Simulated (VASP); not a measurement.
Method: PBE GGA, VASP's PBE PAW potentials (set 64) (plane waves; VASP).

A VASP calculation is set up with these files.

File POSCAR:
```
MoS2
1
    1.5814830000     0.9130690000     6.4386700000
   -1.5814830000     0.9130690000     6.4386700000
    0.0000000000    -1.8261380000     6.4386700000
Mo S
1 2
Direct
  0.9997800000   0.9997800000   0.9997800000
  0.4129370000   0.4129370000   0.4129370000
  0.2533030000   0.2533030000   0.2533030000
```

**KPOINTS**
```
Automatic
0
G
14 14 14
0 0 0
```

**INCAR**
```
NELM = 100
ISMEAR = 0
LASPH = .TRUE.   ! aspherical one-centre terms
LCHARG = .FALSE.
ENCUT = 420   ! plane-wave cut-off (eV)
SIGMA = 0.01
EDIFF = 1E-09   ! SCF stop (eV)
LREAL = .FALSE.   ! projection in real space or not
ISIF = 2
SYSTEM = MoS2
PREC = Accurate
ALGO = Normal
GGA = PE   ! PBE
LWAVE = .FALSE.
LMAXMIX = 4
```

POTCAR, in this order: Mo_sv S (PBE.64 set). Program: vasp_std.

The run wrote:

### OUTCAR
```
 ion  position               nearest neighbor table
   1  1.000  1.000  1.000-   3 2.39   3 2.39   3 2.39   2 2.39   2 2.39   2 2.39
   2  0.413  0.413  0.413-   1 2.39   1 2.39   1 2.39
   3  0.253  0.253  0.253-   1 2.39   1 2.39   1 2.39
  LATTYP: Found a trigonal (rhomboedric) cell.
 ALAT       =     6.6926269018
 COS(alpha) =     0.8883224644
 Subroutine PRICEL returns:
 Original cell was already a primitive cell.
 Subroutine GETGRP returns: Found  6 space group operations
The static configuration has the point symmetry C_3v.
The dynamic configuration has the point symmetry C_3v.
 Subroutine INISYM returns: Found  6 space group operations
 Subroutine IBZKPT returns following result:
 Found    288 irreducible k-points:

 Following reciprocal coordinates:
            Coordinates               Weight
  0.000000  0.000000  0.000000      1.000000
  0.071429  0.000000 -0.000000      6.000000
  0.142857  0.000000 -0.000000      6.000000
  0.214286  0.000000 -0.000000      6.000000
  0.285714  0.000000 -0.000000      6.000000
  0.357143  0.000000 -0.000000      6.000000
  0.428571  0.000000 -0.000000      6.000000
  0.500000  0.000000 -0.000000      3.000000
  0.071429  0.071429 -0.000000      6.000000
  0.142857  0.071429  0.000000     12.000000
  0.214286  0.071429 -0.000000     12.000000
  0.285714  0.071429 -0.000000     12.000000
  0.357143  0.071429  0.000000     12.000000
  0.428571  0.071429 -0.000000     12.000000
  0.500000  0.071429 -0.000000     12.000000
 -0.428571  0.071429  0.000000     12.000000
 -0.357143  0.071429  0.000000     12.000000
 -0.285714  0.071429  0.000000     12.000000
 -0.214286  0.071429  0.000000     12.000000
 -0.142857  0.071429  0.000000     12.000000
 -0.071429  0.071429  0.000000      6.000000
  0.142857  0.142857 -0.000000      6.000000
  0.214286  0.142857 -0.000000     12.000000
  0.285714  0.142857  0.000000     12.000000
  0.357143  0.142857 -0.000000     12.000000
  0.428571  0.142857 -0.000000     12.000000
  0.500000  0.142857 -0.000000     12.000000
 -0.428571  0.142857  0.000000     12.000000
 -0.357143  0.142857  0.000000     12.000000
 -0.285714  0.142857  0.000000     12.000000
 -0.214286  0.142857  0.000000     12.000000
 -0.142857  0.142857  0.000000      6.000000
  0.214286  0.214286 -0.000000      6.000000
  0.285714  0.214286 -0.000000     12.000000
  0.357143  0.214286 -0.000000     12.000000
  0.428571  0.214286 -0.000000     12.000000
  0.500000  0.214286 -0.000000     12.000000
 -0.428571  0.214286  0.000000     12.000000
 -0.357143  0.214286 -0.000000     12.000000
 -0.285714  0.214286 -0.000000     12.000000
   k-points           NKPTS =    288   k-points in BZ     NKDIM =    288   number of bands    NBANDS=     17
   number of dos      NEDOS =    301   number of ions     NIONS =      3
   total plane-waves  NPLWV = 110592
   dimension x,y,z NGX =    48 NGY =   48 NGZ =   48
   dimension x,y,z NGXF=    96 NGYF=   96 NGZF=   96
   ions per type =               1   2
   PREC   = accura    normal or accurate (medium, high low for compatibility)
   ISTART =      0    job   : 0-new  1-cont  2-samecut
   ICHARG =      2    charge: 1-file 2-atom 10-const
   ISPIN  =      1    spin polarized calculation?
   LNONCOLLINEAR =      F non collinear calculations
   LSORBIT =      F    spin-orbit coupling
   INIWAV =      1    electr: 0-lowe 1-rand  2-diag
   ENCUT  =  420.0 eV  30.87 Ry    5.56 a.u.  11.18 11.18 11.18*2*pi/ulx,y,z
   NELM   =    100;   NELMIN=  2; NELMDL= -5     # of ELM steps
   EDIFF  = 0.1E-08   stopping-criterion for ELM
   LREAL  =      F    real-space projection
...
```

File OSZICAR:
```
       N       E                     dE             d eps       ncg     rms          rms(c)
DAV:   1     0.162401580811E+03    0.16240E+03   -0.12335E+04 10112   0.123E+03
DAV:   2    -0.176631455199E+02   -0.18006E+03   -0.17757E+03 13049   0.322E+02
DAV:   3    -0.232022135122E+02   -0.55391E+01   -0.55076E+01 11800   0.555E+01
DAV:   4    -0.232722196557E+02   -0.70006E-01   -0.69902E-01 12634   0.627E+00
DAV:   5    -0.232732102321E+02   -0.99058E-03   -0.99050E-03 11947   0.713E-01    0.252E+01
DAV:   6    -0.221789065379E+02    0.10943E+01   -0.11548E+01 10857   0.229E+01    0.946E+00
DAV:   7    -0.219169306389E+02    0.26198E+00   -0.42165E+00 10753   0.129E+01    0.596E+00
DAV:   8    -0.218181001371E+02    0.98831E-01   -0.55068E-01 10636   0.515E+00    0.190E+00
DAV:   9    -0.218196973464E+02   -0.15972E-02   -0.25471E-02 12016   0.108E+00    0.631E-01
DAV:  10    -0.218183454960E+02    0.13519E-02   -0.12379E-02 10199   0.813E-01    0.171E-01
DAV:  11    -0.218183680961E+02   -0.22600E-04   -0.45425E-04 10409   0.171E-01    0.646E-02
DAV:  12    -0.218183532213E+02    0.14875E-04   -0.23423E-04 10784   0.108E-01    0.455E-02
DAV:  13    -0.218183819184E+02   -0.28697E-04   -0.58475E-05  9990   0.492E-02    0.129E-02
DAV:  14    -0.218183825999E+02   -0.68145E-06   -0.52948E-06 12510   0.150E-02    0.444E-03
DAV:  15    -0.218183826409E+02   -0.41011E-07   -0.59939E-07 12319   0.496E-03    0.380E-03
DAV:  16    -0.218183826863E+02   -0.45379E-07   -0.12696E-07 10340   0.253E-03    0.403E-04
DAV:  17    -0.218183826958E+02   -0.95661E-08   -0.56679E-09 12443   0.611E-04    0.177E-04
DAV:  18    -0.218183827003E+02   -0.44474E-08   -0.10023E-09  7335   0.205E-04    0.497E-05
DAV:  19    -0.218183826985E+02    0.17590E-08   -0.10660E-10  4896   0.825E-05    0.273E-05
DAV:  20    -0.218183826987E+02   -0.17690E-09   -0.25078E-11  4896   0.383E-05
   1 F= -.21818383E+02 E0= -.21818383E+02  d E =-.270677E-28
```

OUTCAR:
```
------------------------ aborting loop because EDIFF is reached ----------------------------------------
  FORCE on cell =-STRESS in cart. coord.  units (eV):
  Direction    XX          YY          ZZ          XY          YZ          ZX
  --------------------------------------------------------------------------------------
  Total        1.2006182      1.2006165      1.7989867      0.0000000      0.0000000     -0.0000000
  in kB       34.4825957     34.4825477     51.6681604      0.0000000      0.0000000     -0.0000000
  external PRESSURE =      40.2111013 kB  Pullay stress =       0.0000000 kB
  volume of cell :       55.78
      direct lattice vectors                 reciprocal lattice vectors
     1.581483000  0.913069000  6.438670000     0.316158947  0.182534580  0.051770526
    -1.581483000  0.913069000  6.438670000    -0.316158947  0.182534580  0.051770526
     0.000000000 -1.826138000  6.438670000     0.000000000 -0.365069161  0.051770526
 POSITION                                       TOTAL-FORCE (eV/Angst)
 -----------------------------------------------------------------------------------
      0.00000      0.00000     19.31176         0.000000      0.000000     -0.000488
      0.00000      0.00000      7.97630         0.000000     -0.000000      0.486445
      0.00000      0.00000      4.89280         0.000000      0.000000     -0.485957
 -----------------------------------------------------------------------------------
    total drift:                                0.000000     -0.000019      0.000085
  FREE ENERGIE OF THE ION-ELECTRON SYSTEM (eV)
  ---------------------------------------------------
  free  energy   TOTEN  =       -21.8183826987 eV

  energy  without entropy=      -21.8183826987  energy(sigma->0) =      -21.81838270
```
(Selected blocks of OUTCAR.)

The structure comes from a computed database's MoS2 entry; how it stands against other phases isn't given here. The cell was not relaxed at this level. The run is one of a series of settings (EDIFF = 1E-09, ENCUT = 420, KPOINTS 14×14×14 Γ-centred mesh against the base run), some of them coarse on purpose.
